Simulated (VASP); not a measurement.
Output of a VASP run:

OSZICAR:
```
       N       E                     dE             d eps       ncg     rms          rms(c)
DAV:   1     0.730164517496E+02    0.73016E+02   -0.59961E+03   440   0.930E+02
DAV:   2     0.606828034677E+00   -0.72410E+02   -0.68124E+02   448   0.219E+02
DAV:   3    -0.528752877408E+01   -0.58944E+01   -0.58587E+01   541   0.668E+01
DAV:   4    -0.544785370833E+01   -0.16032E+00   -0.16020E+00   541   0.117E+01
DAV:   5    -0.545227557444E+01   -0.44219E-02   -0.44216E-02   517   0.190E+00    0.165E+00
DAV:   6    -0.539134551957E+01    0.60930E-01   -0.86176E-02   494   0.195E+00    0.113E+00
DAV:   7    -0.538255978368E+01    0.87857E-02   -0.73084E-02   512   0.166E+00    0.589E-01
DAV:   8    -0.538460107631E+01   -0.20413E-02   -0.51979E-03   470   0.698E-01    0.156E-01
DAV:   9    -0.538457026283E+01    0.30813E-04   -0.14515E-04   503   0.132E-01    0.434E-02
DAV:  10    -0.538458638659E+01   -0.16124E-04   -0.39251E-05   491   0.771E-02    0.644E-03
DAV:  11    -0.538458717080E+01   -0.78421E-06   -0.41776E-06   485   0.232E-02
   1 F= -.53845872E+01 E0= -.53845872E+01  d E =-.665769E-15
```

### OUTCAR
```
------------------------ aborting loop because EDIFF is reached ----------------------------------------
  FORCE on cell =-STRESS in cart. coord.  units (eV):
  Direction    XX          YY          ZZ          XY          YZ          ZX
  --------------------------------------------------------------------------------------
  Total        0.1526221      0.1526221      0.1526221     -0.0000000      0.0000000      0.0000000
  in kB        3.6113956      3.6113956      3.6113956     -0.0000000      0.0000000      0.0000000
  external PRESSURE =       3.6113956 kB  Pullay stress =       0.0000000 kB
  volume of cell :       67.71
      direct lattice vectors                 reciprocal lattice vectors
     0.000000000  3.235000000  3.235000000    -0.154559505  0.154559505  0.154559505
     3.235000000  0.000000000  3.235000000     0.154559505 -0.154559505  0.154559505
     3.235000000  3.235000000  0.000000000     0.154559505  0.154559505 -0.154559505
  FREE ENERGIE OF THE ION-ELECTRON SYSTEM (eV)
  ---------------------------------------------------
  free  energy   TOTEN  =        -5.3845871708 eV

  energy  without entropy=       -5.3845871708  energy(sigma->0) =       -5.38458717
```
(Selected blocks of OUTCAR.)

### POSCAR
```
NaI
1
    0.0000000000     3.2350000000     3.2350000000
    3.2350000000     0.0000000000     3.2350000000
    3.2350000000     3.2350000000     0.0000000000
Na I
1 1
Direct
  0.0000000000   0.0000000000   0.0000000000
  0.5000000000   0.5000000000   0.5000000000
```

Task: Write an INCAR and KPOINTS that could have produced this output.

Result: One answer among several that fit: the input of the run itself, PBE GGA, plane waves, VASP's PBE PAW potentials (set 64).

**INCAR**
```
! general
SYSTEM  = NaI
PREC    = Accurate
ENCUT   = 400
LREAL   = .FALSE.   ! projection in real space or not
LASPH   = .TRUE.   ! aspherical one-centre terms

! electronic loop
EDIFF   = 1E-6   ! SCF stop (eV)
NELM    = 100   ! most electronic steps
ALGO    = Normal   ! blocked Davidson
LMAXMIX = 4   ! l cut-off of mixed one-centre charges

! smearing
ISMEAR  = 0   ! Gaussian
SIGMA   = 0.05

! functional
GGA     = PE

! ions
ISIF    = 2

! output
LWAVE   = .FALSE.
LCHARG  = .FALSE.
```

**KPOINTS**
```
Automatic mesh
0
Gamma
7 7 7
0 0 0
```

POTCAR, in this order: Na_pv I (PBE.64 set). Program: vasp_std.

The compound is NaI in the rock salt structure. The cell was not relaxed at this level.
